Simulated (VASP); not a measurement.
An input for Ansatz (written as the equivalent of a VASP run, and not itself run):

Ansatz 0.2 input:
```yaml
crystal:
  lattice:
    - [4.0715236, 0.0000000, 0.0000000]
    - [0.0000000, 4.0715236, 0.0000000]
    - [0.0000000, 0.0000000, 4.0715236]
  atoms:
    - { symbol: Sc, position: [0.0000000, 0.0000000, 0.0000000] }
    - { symbol: Al, position: [0.0000000, 0.5000000, 0.5000000] }
    - { symbol: Al, position: [0.5000000, 0.0000000, 0.5000000] }
    - { symbol: Al, position: [0.5000000, 0.5000000, 0.0184206] }
kpoints:
  mp_grid: { grid: [8, 8, 8] }
hamiltonian:
  xc: pbesol
  pseudopotentials: { kind: paw }
scf:
  occupations: { method: methfessel_paxton, width: 0.1 }
  max_iter: 100
output: { forces: true, stress: true, eigenvalues: true }
```

### Question
Write the VASP files for the same calculation (PBEsol).

### Answer
This is not unique; one that fits is 
POSCAR:
```
Al3Sc
1
    4.0715235982     0.0000000000     0.0000000000
    0.0000000000     4.0715235982     0.0000000000
    0.0000000000     0.0000000000     4.0715235982
Sc Al
1 3
Direct
  0.0000000000   0.0000000000   0.0000000000
  0.0000000000   0.5000000000   0.5000000000
  0.5000000000   0.0000000000   0.5000000000
  0.5000000000   0.5000000000   0.0184206227
```

**INCAR**
```
SYSTEM=Al3Sc
PREC=Accurate; ENCUT=480; LREAL=.False.
LASPH=.True.
EDIFF=1E-7; NELM=100; ALGO=Normal
LMAXMIX=4
ISMEAR=1; SIGMA=0.1
GGA=PS
ISIF=2
LWAVE=.False.; LCHARG=.False.
```

File KPOINTS:
```
Automatic mesh
0
Gamma
8 8 8
0 0 0
```

POTCAR, in this order: Sc_sv Al (PBE.64 set). Program: vasp_std.

The two are equivalent in intent, not identical: each code has its own PAW files, so the cut-off isn't converted (ENCUT is set for VASP's; basis.ecutwfc is left out, and Ansatz then takes the one that its files recommend); Ansatz stops its SCF on the density residual and VASP on the energy change (EDIFF).

The compound is Al3Sc in the L1_2 structure. This cell was strained or had an atom moved on purpose.
